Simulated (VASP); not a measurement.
Calculation: LDA (Ceperley-Alder, Perdew-Zunger), VASP's LDA PAW potentials (set 64) (plane waves; VASP).

Input for VASP

POSCAR:
```
Y(CoGe)2
4.9412470
 -0.3910822511   0.3910822511   1.0000000000
  0.3910822511  -0.3910822511   1.0000000000
  0.3910822511   0.3910822511  -1.0000000000
Y Co Ge
1 2 2
Cartesian
  0.0000000000   0.0000000000   0.0000000000
 -0.0000000000   0.3910822511   0.5000000000
  0.3910822511   0.0000000000   0.5000000000
  0.0000000000  -0.0000000000   1.2577600000
 -0.0000000000   0.0000000000   0.7422400000
```

**INCAR**
```
! general
SYSTEM  = Y(CoGe)2
PREC    = Accurate
ENCUT   = 300   ! plane-wave cut-off (eV)
LREAL   = .False.   ! projection in real space or not
LASPH   = .True.

! electronic loop
EDIFF   = 1E-6   ! SCF stop (eV)
NELM    = 100
ALGO    = Normal   ! blocked Davidson
LMAXMIX = 4   ! l cut-off of mixed one-centre charges

! smearing
ISMEAR  = 0   ! Gaussian
SIGMA   = 0.2

! ions
ISIF    = 2

! output
LWAVE   = .False.
LCHARG  = .False.
```

File KPOINTS:
```
Automatic mesh
0
Gamma
7 7 7
0 0 0
```

POTCAR, in this order: Y_sv Co Ge_d (LDA.64 set). Program: vasp_std.

The resulting files:

OUTCAR:
```
 ion  position               nearest neighbor table
   1  0.000  0.000  0.000-   4 3.02   4 3.02   4 3.02   5 3.02   4 3.02   5 3.02   5 3.02   5 3.02
                             2 3.14   3 3.14   2 3.14   3 3.14   2 3.14   2 3.14   3 3.14   3 3.14
   2  0.750  0.250  0.500-   5 2.27   4 2.27   5 2.27   4 2.27   3 2.73   3 2.73   3 2.73   3 2.73
                             1 3.14   1 3.14   1 3.14   1 3.14
   3  0.250  0.750  0.500-   5 2.27   4 2.27   5 2.27   4 2.27   2 2.73   2 2.73   2 2.73   2 2.73
                             1 3.14   1 3.14   1 3.14   1 3.14
   4  0.629  0.629  0.000-   3 2.27   2 2.27   2 2.27   3 2.27   5 2.55   1 3.02   1 3.02   1 3.02
                             1 3.02
   5  0.371  0.371  0.000-   2 2.27   3 2.27   3 2.27   2 2.27   4 2.55   1 3.02   1 3.02   1 3.02
                             1 3.02
  LATTYP: Found a body centered tetragonal cell.
 ALAT       =     3.8648680000
 C/A-ratio  =     2.5570068628
 Subroutine PRICEL returns:
 Original cell was already a primitive cell.
 Subroutine GETGRP returns: Found 16 space group operations
The static configuration has the point symmetry D_4h.
The dynamic configuration has the point symmetry D_4h.
 Subroutine INISYM returns: Found 16 space group operations
 Subroutine IBZKPT returns following result:
 Found     40 irreducible k-points:

 Following reciprocal coordinates:
            Coordinates               Weight
...
```

### OSZICAR
```
       N       E                     dE             d eps       ncg     rms          rms(c)
DAV:   1     0.412562644810E+03    0.41256E+03   -0.19320E+04  3058   0.275E+03
DAV:   2     0.247264416471E+02   -0.38784E+03   -0.37925E+03  2720   0.612E+02
DAV:   3    -0.371807480379E+02   -0.61907E+02   -0.60719E+02  2844   0.180E+02
DAV:   4    -0.405708608248E+02   -0.33901E+01   -0.33676E+01  4066   0.448E+01
DAV:   5    -0.406662499162E+02   -0.95389E-01   -0.95324E-01  3854   0.661E+00    0.369E+01
DAV:   6    -0.456147708970E+02   -0.49485E+01   -0.67692E+01  3888   0.748E+01    0.263E+01
DAV:   7    -0.381116216703E+02    0.75031E+01   -0.58462E+01  3296   0.729E+01    0.201E+01
DAV:   8    -0.375136124631E+02    0.59801E+00   -0.52567E+00  4020   0.150E+01    0.108E+01
DAV:   9    -0.373381113963E+02    0.17550E+00   -0.55853E-01  3922   0.622E+00    0.569E+00
DAV:  10    -0.373113224409E+02    0.26789E-01   -0.11522E-01  3700   0.315E+00    0.730E-01
DAV:  11    -0.373100082162E+02    0.13142E-02   -0.17553E-02  3662   0.102E+00    0.378E-01
DAV:  12    -0.373098724570E+02    0.13576E-03   -0.11597E-03  3486   0.235E-01    0.220E-01
DAV:  13    -0.373098844123E+02   -0.11955E-04   -0.46904E-04  4176   0.179E-01    0.103E-01
DAV:  14    -0.373098411468E+02    0.43265E-04   -0.19293E-04  3976   0.142E-01    0.169E-02
DAV:  15    -0.373098420155E+02   -0.86875E-06   -0.11245E-05  3116   0.240E-02    0.113E-02
DAV:  16    -0.373098417490E+02    0.26650E-06   -0.15652E-06  2256   0.946E-03
   1 F= -.37309842E+02 E0= -.37274594E+02  d E =-.704949E-01
```

OUTCAR:
```
------------------------ aborting loop because EDIFF is reached ----------------------------------------
  FORCE on cell =-STRESS in cart. coord.  units (eV):
  Direction    XX          YY          ZZ          XY          YZ          ZX
  --------------------------------------------------------------------------------------
  Total        0.3065310      0.3065310      0.1572985      0.0000000     -0.0000000      0.0000000
  in kB        6.6539439      6.6539439      3.4145165      0.0000000     -0.0000000      0.0000000
  external PRESSURE =       5.5741348 kB  Pullay stress =       0.0000000 kB
  volume of cell :       73.81
      direct lattice vectors                 reciprocal lattice vectors
    -1.932434000  1.932434000  4.941247000     0.000000000  0.258741049  0.101189032
     1.932434000 -1.932434000  4.941247000     0.258741049  0.000000000  0.101189032
     1.932434000  1.932434000 -4.941247000     0.258741049  0.258741049  0.000000000
 POSITION                                       TOTAL-FORCE (eV/Angst)
 -----------------------------------------------------------------------------------
      0.00000      0.00000      0.00000        -0.000000     -0.000000      0.000000
     -0.00000      1.93243      2.47062        -0.000000     -0.000000      0.000000
      1.93243     -0.00000      2.47062        -0.000000     -0.000000      0.000000
      0.00000      0.00000      6.21490         0.000000      0.000000     -0.203615
      0.00000      0.00000      3.66759         0.000000      0.000000      0.203615
 -----------------------------------------------------------------------------------
    total drift:                                0.000000     -0.000000      0.000000
  FREE ENERGIE OF THE ION-ELECTRON SYSTEM (eV)
  ---------------------------------------------------
  free  energy   TOTEN  =       -37.3098417490 eV

  energy  without entropy=      -37.2393468495  energy(sigma->0) =      -37.27459430
```
(Selected blocks of OUTCAR.)

### OUTCAR
```
 val. band max:        7.9268001437   @ k =  -0.4286  -0.4286   0.4286

 cond. band min:       7.9873910817   @ k =  -0.4286  -0.4286   0.1429


 Fermi energy:         7.9854298299

 k-point     1 :       0.0000    0.0000    0.0000
  band No.  band energies     occupation
      1     -34.0576      2.00000
      2     -16.4091      2.00000
      3     -16.3619      2.00000
      4     -16.3619      2.00000
      5     -16.2923      2.00000
      6     -16.2923      2.00000
      7     -16.2907      2.00000
      8     -16.2867      2.00000
      9     -16.2705      2.00000
     10     -16.2501      2.00000
     11     -16.2443      2.00000
     12     -14.2131      2.00000
     13     -14.1983      2.00000
     14     -14.1983      2.00000
     15      -3.9340      2.00000
     16       0.1412      2.00000
     17       2.0132      2.00000
     18       4.7172      2.00000
     19       4.7172      2.00000
     20       5.1099      2.00000
     21       5.2078      2.00000
     22       6.0028      2.00000
     23       6.0028      2.00000
     24       6.7184      2.00000
     25       6.8521      2.00000
     26       7.1346      2.00000
     27       7.1346      2.00000
     28       7.2767      2.00000
     29       7.4355      1.99990
     30       7.8014      1.80688
     31      10.5594      0.00000
     32      10.5594      0.00000
     33      11.0737      0.00000
     34      12.5615      0.00000

 k-point     2 :       0.1429    0.0000    0.0000
  band No.  band energies     occupation
      1     -34.0556      2.00000
      2     -16.4095      2.00000
      3     -16.3623      2.00000
      4     -16.3614      2.00000
      5     -16.2925      2.00000
      6     -16.2912      2.00000
      7     -16.2901      2.00000
      8     -16.2843      2.00000
      9     -16.2724      2.00000
     10     -16.2509      2.00000
     11     -16.2420      2.00000
     12     -14.2415      2.00000
     13     -14.2112      2.00000
     14     -14.1914      2.00000
...
```

At this cut-off the stress carries a Pulay error, which pulls relaxed volumes low.

The structure comes from a computed database's Co2YGe2 entry; how it stands against other phases isn't given here. The cell was not relaxed at this level, and its volume differs by -5.9 % from the start's. The k-mesh is coarse (spacing up to 0.33 per Å, 2π included), so the numbers may not be converged in it. The run is not spin-polarised, so no magnetic state was tried. The electron count is odd and the run is not spin-polarised, which forces a metal.
